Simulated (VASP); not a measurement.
Ag: relaxation of cell and atoms with PBEsol

Crystal: Ag.

```xyz
1
Lattice="0.0000 2.0675 2.0675 2.0675 0.0000 2.0675 2.0675 2.0675 0.0000" Properties=species:S:1:pos:R:3 pbc="T T T"
Ag    0.0000    0.0000    0.0000
```

```yaml
Program: VASP 6.6.1
Task: relaxation of cell and atoms
Functional: PBEsol
Potentials_or_basis: VASP PAW PBE potentials, release 64 (Ag)
Cutoff: 480 eV
k_mesh: 18 × 18 × 18
Occupations: gaussian, width 0.1 eV
Spin: no spin polarisation
Further_INCAR_settings: ALGO = Normal; EDIFF = 1e-07; IBRION = 2; EDIFFG = -0.005; NSW = 90; ISIF = 3
```

```
Relaxed volume                         : 16.64 Å³/atom
Relaxed cell                           : a = 2.866 Å, b = 2.866 Å, c = 2.866 Å, α = 60.00°, β = 60.00°, γ = 60.00°
Space group after relaxing (to 0.05 Å) : Fm-3m (No. 225)
Energy gained by relaxing              : 21.0 meV/atom
Ionic steps                            : 3
Pressure after relaxing                : 0.0 GPa
Band gap on the k mesh                 : none (metal or under the smearing width)
```

Step by step:
```tsv
step	energy change (eV)	largest force (eV/Å)	pressure (GPa)	volume (Å³)
1	0.0000	0.0000	-6.04	17.68
2	-0.0120	0.0000	4.94	16.03
3	-0.0210	0.0000	-0.02	16.64
```

Final structure:
```
CELL_PARAMETERS angstrom
0.00000 2.02629 2.02629
2.02629 0.00000 2.02629
2.02629 2.02629 0.00000
ATOMIC_POSITIONS crystal
Ag 0.00000 0.00000 0.00000
```

Levels at points of the mesh, in eV from the Fermi level:
```tsv
k point	band 3	band 4	band 5	band 6	band 7	band 8	band 9
(0.00, 0.00, 0.00)	-4.81	-4.81	-3.72	-3.72	16.08	19.80	19.80
(0.50, 0.00, 0.00)	-4.83	-2.88	-2.88	-0.48	3.77	15.32	18.11
(0.50, 0.50, 0.00)	-2.91	-2.67	-2.67	1.57	6.96	10.77	10.77
```

Wall time 30 s on 1 thread of AMD EPYC 9R45 96-Core Processor (Zen 5), with other jobs on the host, peak memory 0.14 GiB.

Caveat: the PAW data sets were made with another functional, which shifts forces and pressure a little.
